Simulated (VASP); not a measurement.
VASP ran on this input.

**KPOINTS**
```
Automatic mesh
0
Gamma
11 11 11
0 0 0
```

File POSCAR:
```
TiCo
1.0
  2.8975574735   0.0000000000   0.0000000000
  0.0000000000   2.8975574735   0.0000000000
  0.0000000000   0.0000000000   2.8975574735
Ti Co
1 1
Cart
  0.0000000000   0.0000000000   0.0000000000
  1.4487787368   1.4487787368   1.4487787368
```

**INCAR**
```
SYSTEM = TiCo
PREC = Accurate; ENCUT = 400; LREAL = F
LASPH = T
EDIFF = 1E-8; NELM = 100; ALGO = Normal
LMAXMIX = 4
ISMEAR = 1; SIGMA = 0.1
IBRION = 1; NSW = 30; ISIF = 2
EDIFFG = -0.001
LWAVE = F; LCHARG = F
```

POTCAR, in this order: Ti_sv Co (LDA.64 set). Program: vasp_std.

Question: Translate this LDA calculation to Quantum ESPRESSO's pw.x.

Answer: One equivalent input (not run):
```
&CONTROL
  calculation = 'relax'
  pseudo_dir = './pseudo'
  outdir = './out'
  tprnfor = .true.
  tstress = .true.
  nstep = 30
  forc_conv_thr = 3.9e-05
/
&SYSTEM
  ibrav = 0
  nat = 2
  ntyp = 2
  ecutwfc = 96
  occupations = 'smearing'
  smearing = 'methfessel-paxton'
  degauss = 0.00735
  input_dft = 'pz'
/
&ELECTRONS
  conv_thr = 7.3e-10
  electron_maxstep = 100
/
&IONS
/
ATOMIC_SPECIES
  Ti 47.867 Ti.upf
  Co 58.933 Co.upf
CELL_PARAMETERS angstrom
     2.8975575    0.0000000    0.0000000
    -0.0000000    2.8975575    0.0000000
    -0.0000000    0.0000000    2.8975575
ATOMIC_POSITIONS crystal
  Ti   0.0000000  0.0000000  0.0000000
  Co   0.5000000  0.5000000  0.5000000
K_POINTS automatic
  11 11 11 0 0 0
```
What does not carry over: the potentials are each code's own (VASP's PAW set, PseudoDojo norm-conserving files in pw.x), so ENCUT and ecutwfc are chosen apart and not converted; conv_thr bounds pw.x's estimated SCF error, while EDIFF bounds the energy change between steps; forc_conv_thr acts on force components and is met together with etot_conv_thr.

The compound is TiCo in the CsCl type structure. It was relaxed first, which changed the volume by -9 %. The start is the result of an earlier pass.
